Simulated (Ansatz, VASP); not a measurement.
# SnSe2: VASP beside Ansatz

Aim: how closely do two programs agree when they are given the same cell, functional and k mesh? The cell is taken from a series of runs on this material, whose earlier steps may have relaxed, scaled, displaced or heated it; both programs get it as it stands.

Calculated with Ansatz 0.2.0; plane waves, with VASP 6.6.1 beside it; zone-centre phonons at PBEsol with D3(BJ).

## 1. The starting structure

The structure is trigonal, space group P-3m1 (No. 164). Conventional cell: a = 3.809 Å, b = 3.809 Å, c = 5.937 Å, α = 90.00°, β = 90.00°, γ = 120.00°. Nearest to Se lie 3 Sn at 2.71 Å. Sn has 6 Se at 2.71 Å nearest. Farther neighbours and most contacts between anions are not listed.

## 2. Ansatz: zone-centre phonons, PBEsol with D3(BJ)

Ansatz runs on its PAW soft_1 files.

Second derivatives magnify differences that forces hide, and they need a tight electronic threshold.

input.yaml reads:

```yaml
crystal:
  lattice:
    - [3.8089344167, 0.0, 0.0]
    - [-1.9044672084, 3.2986339663, 0.0]
    - [0.0, 0.0, 5.9373992197]
  atoms:
    - { symbol: Se, position: [0.3333333333, 0.6666666667, 0.2672043635] }
    - { symbol: Se, position: [0.6666666667, 0.3333333333, 0.7327956365] }
    - { symbol: Sn, position: [0.0, 0.0, 0.0] }
kpoints:
  mp_grid: { grid: [12, 12, 6] }
hamiltonian:
  xc: pbesol
  dispersion: d3bj
  pseudopotentials: { kind: paw, azcp: { folder: soft_1 }, xc_functional: pbe }
scf:
  occupations: { method: gaussian, width: 0.02 }
output:
  eigenvalues: true
phonons:
  method: dfpt
```

Run with:

```sh
$ ansatz run input.yaml --threads 4 --pin off --max-ram 10240MiB --backend cpu --events-out ev --progress --plain --runs-dir out
```

Numbers of over 12 decimals in the logs are rounded to 6 here.

The log of the run:

```text
Engine: ansatz 0.2.0, aarch64-unknown-linux-gnu
Pseudopotentials: kind: paw
Pseudopotential: Se, paw, valence charge 16, recommended cutoff 420 eV (normal), soft_1/Se.paw.azcp
Pseudopotential: Sn, paw, valence charge 14, recommended cutoff 420 eV (normal), soft_1/Sn.paw.azcp
Functional definition: PBEsol
  exchange = pbesol_x
  correlation = pbesol_c
Crystal: 3 atoms, lattice volume = 74.599 Å³
Basis set: ecut = 420 eV, 1459 PW (Γ), exchange–correlation on 54×54×80 points (8 copies of the dense FFT grid, shifted against one another)
Bands: 28, of which v1, the nominal top of the filled ones, is band 23 counted from 1 (22 counted from 0)
Symmetry: 12 space group operations
k-points: 242 of 864 (irreducible under 2 space group operations, time reversal used)
Non-local potential: Se, projectors of the file, l = 0: 2, l = 1: 2, l = 2: 3, l = 3: 1
Non-local potential: Sn, projectors of the file, l = 0: 2, l = 1: 2, l = 2: 2, l = 3: 1
PAW form: soft (Blöchl's): semilocal exchange-correlation on the pseudo side does not see the compensation charge
PAW frozen core: Se, regenerated for the run's functional, and the local potential with it (the file was generated under x = pbe(κ = 0.804, μ = 0.219515), c = pbe(β = 0.066725))
PAW frozen core: Sn, regenerated for the run's functional, and the local potential with it (the file was generated under x = pbe(κ = 0.804, μ = 0.219515), c = pbe(β = 0.066725))
PAW one-centre angular grid: Se, 590 points (default); XC on 64 Gauss nodes
PAW one-centre angular grid: Sn, 590 points (default); XC on 64 Gauss nodes
Initial density: superposition of atomic densities (chi_scale 0.1, normalization cell, long waves kept (reshape's long-wave potential 0.08 eV rms))
Initial wavefunctions: pseudopotential atomic-orbital guess
Functional: x = pbesol(κ = 0.804, μ = 0.123457), c = pbesol(β = 0.046)
SCF iter   1: F=—  HF=-16800.763868 eV  |F-HF|=—  |Δ(HF+E_count)|=         —  Δρ=3.26e-2  dr2=1.69e0  ethr=3.10e-3  ⟨swp⟩=7.2  Hψ=31170  notcnv=0
preconditioner: auto → Resta (q_TF=auto, 2.517 Å⁻¹)  ε∞=4.1  [insulator: Δε(μ)=0.117 eV  Ē_g=9.847 eV  σ=0.020 eV  W_gap=1.00  n_scr=22 (ndim 8)  ℏωp=17.2 eV  f_vac=0.019  D(μ)=0.00/eV (n_scr^D=0)  ε∞_Penn≈4.1]
SCF iter   2: F=—  HF=-16800.384935 eV  |F-HF|=—  |Δ(HF+E_count)|=   3.79e-1  Δρ=1.60e-2  dr2=2.31e-1  ethr=3.10e-3  ⟨swp⟩=2.2  Hψ=9821  notcnv=0  defer=240
SCF iter   3: F=—  HF=-16800.324027 eV  |F-HF|=—  |Δ(HF+E_count)|=   6.09e-2  Δρ=5.09e-3  dr2=1.50e-2  ethr=5.03e-4  ⟨swp⟩=2.2  Hψ=8660  notcnv=0  defer=240
SCF iter   4: F=—  HF=-16800.321992 eV  |F-HF|=—  |Δ(HF+E_count)|=   2.04e-3  Δρ=1.06e-3  dr2=1.24e-3  ethr=3.26e-5  ⟨swp⟩=2.0  Hψ=13066  notcnv=0  defer=240
SCF iter   5: F=—  HF=-16800.321927 eV  |F-HF|=—  |Δ(HF+E_count)|=   6.47e-5  Δρ=4.51e-4  dr2=1.59e-4  ethr=2.69e-6  ⟨swp⟩=2.0  Hψ=12867  notcnv=0  defer=240
SCF iter   6: F=—  HF=-16800.322072 eV  |F-HF|=—  |Δ(HF+E_count)|=   1.46e-4  Δρ=1.25e-4  dr2=1.42e-5  ethr=3.45e-7  ⟨swp⟩=3.0  Hψ=12102  notcnv=0  defer=240
SCF iter   7: F=—  HF=-16800.322087 eV  |F-HF|=—  |Δ(HF+E_count)|=   1.49e-5  Δρ=3.43e-5  dr2=8.79e-7  ethr=3.08e-8  ⟨swp⟩=2.0  Hψ=9682  notcnv=0  defer=240
SCF iter   8: F=—  HF=-16800.322089 eV  |F-HF|=—  |Δ(HF+E_count)|=   1.42e-6  Δρ=6.23e-6  dr2=6.51e-8  ethr=1.91e-9  ⟨swp⟩=2.0  Hψ=8712  notcnv=0  defer=240
SCF iter   9: F=—  HF=-16800.322089 eV  |F-HF|=—  |Δ(HF+E_count)|=   7.38e-8  Δρ=2.39e-6  dr2=5.30e-9  ethr=1.41e-10  ⟨swp⟩=2.0  Hψ=8220  notcnv=0  defer=240
SCF iter  10: F=—  HF=-16800.322089 eV  |F-HF|=—  |Δ(HF+E_count)|=   4.97e-9  Δρ=5.83e-7  dr2=1.87e-10  ethr=1.15e-11  ⟨swp⟩=2.2  Hψ=11565  notcnv=0  defer=240
SCF iter  11: F=—  HF=-16800.322089 eV  |F-HF|=—  |Δ(HF+E_count)|=  1.16e-10  Δρ=1.60e-7  dr2=1.41e-11  ethr=1.00e-12  ⟨swp⟩=3.0  Hψ=12459  notcnv=0  defer=240
SCF iter  12: F=-16800.322089 eV  HF=-16800.322089 eV  |F-HF|=0.00e0  |Δ(HF+E_count)|=  1.46e-11  Δρ=3.36e-8  dr2=5.15e-13  ethr=1.00e-12  ⟨swp⟩=12.0  Hψ=33320  notcnv=0
SCF 1 converged in 12 iterations: F = -16800.322089 eV  dr2 = 5.15e-13
  greatest PAW one-centre occupation: 1.000 electrons in one spin orbital (limit 2), on the Se atom at site 1 (counted from 0), in its partial waves of l = 2
DFPT response loops at Γ: preconditioner auto → Resta (q_TF=auto, 2.517 Å⁻¹)  ε∞=15.6 (no band partly filled); β = 1.00, the filter's whole step (`scf.mixing.beta` (0.50) is not read by the response loops at its default; to damp them type it under 1.00, their step now; it binds the ground state too); Broyden in place of MSR1
SCF converged after 12 iterations
Free energy (F): -16800.322089 eV
Harris-Foulkes:  -16800.322089 eV  (|F-HF|=0.00e0)
Internal energy: -16800.322089 eV  (E = F + TS)
E sigma→0 (E₀):  -16800.322089 eV
Fermi energy:    8.629739 eV
--- Per-component energies (eV) ---
  E_band       = -852.225287
  E_kinetic    = 390.743348
  E_local      = -6382.805343  (includes V_loc(G=0)·N_el)
  E_nonlocal   = -558.264409
  E_hartree    = 3332.120898
  E_xc         = -293.546800
  E_vxc        = -260.828707  (∫ρ·V_xc dr)
  E_paw        = -8470.648747  (= ΣΔE_a)
  E_vpaw       = -705.311480  (= ΣTr[D̂ρ^β])
  E_aug_tail   = -0.000474  (compensation charges beyond the density's cutoff)
  E_ewald      = -4819.200539
  E_disp       = -1.021765  (pairwise vdW)
  E_core_change = 2.301743  (= ΣΔE_core)
  E_smearing   = -0.000000  (= −TS)
  E_closure    = -0.000000  (closes the sum)
  Σ components = -16800.322089   (vs F -16800.322089, Δ=0.00e0)
--- Band table (eV; the first three rows and the last of 242) ---
  k-point 0: bands = [... 19 lower, 7.7164, 7.8731, 7.8731, 8.3603, 9.1587, 11.2939, 12.9418, 12.9418, ... 1 higher]
  k-point 1: bands = [... 19 lower, 7.6389, 7.6389, 7.9770, 7.9770, 9.8538, 11.3007, 12.8282, 12.8282, ... 1 higher]
  k-point 2: bands = [... 19 lower, 7.5599, 7.5599, 8.1107, 8.1107, 10.5725, 11.2706, 12.6150, 12.6150, ... 1 higher]
  k-point 241: bands = [... 19 lower, 4.4668, 5.2187, 7.7479, 7.8048, 10.4564, 12.5734, 13.2335, 14.0739, ... 1 higher]
--- Phonons (Γ-DFPT): 4 representative perturbations + reference, on 242 of 864 k-points (Σ response iterations 12) ---
  k mesh reduced under 2 symmetry operations, with k and −k counted as one. Each operation leaves every solved perturbation unchanged. A smaller set is not used because it would not reduce the number of displacements times k-points to solve
  ASR residual: 9.345e-5 → 0.000e0 eV/Å²; symmetrization residual: 5.807e-6 eV/Å²
  pairwise dispersion correction: d3bj (s6 = 1.0, s8 = 2.9491, a1 = 0.4466, a2_bohr = 6.1742), with the weights of each atom's references fixed at the reference crystal's, and the forces and stress that the weights' published response gives there kept as a pressure on the atom's counted neighbours (hamiltonian.dispersion)
  ASR residual per site (eV/Å²): 9.35e-5 9.35e-5 4.14e-5
  Γ frequencies (cm⁻¹): 0.00 0.00 0.00 125.45 125.45 145.45 145.45 181.24 242.84
  non-analytic LO–TO correction: not included (Born effective charges unavailable; polar crystals: no LO–TO splitting at Γ)
```

In the SCF lines HF is the Harris–Foulkes energy and dr2 the Hartree energy of the density residual, in eV; the loop may stop once dr2 is under the threshold and the program's other checks hold. Hψ counts applications of the Hamiltonian.

[end of part 1 of 2]

[Lines on the potential files, build, host, timing and source positions are cut from VASP's logs without a mark.]

[Logs are printed without paths, hosts, clocks, repeated set-up lines and the standing remarks that a program may print on its own settings, such as how far it seeks lower states.]

[Hosts, paths, dates, database ids (printed as entryN), source tags and the programs' standing remarks are cut or masked in the printed files.]
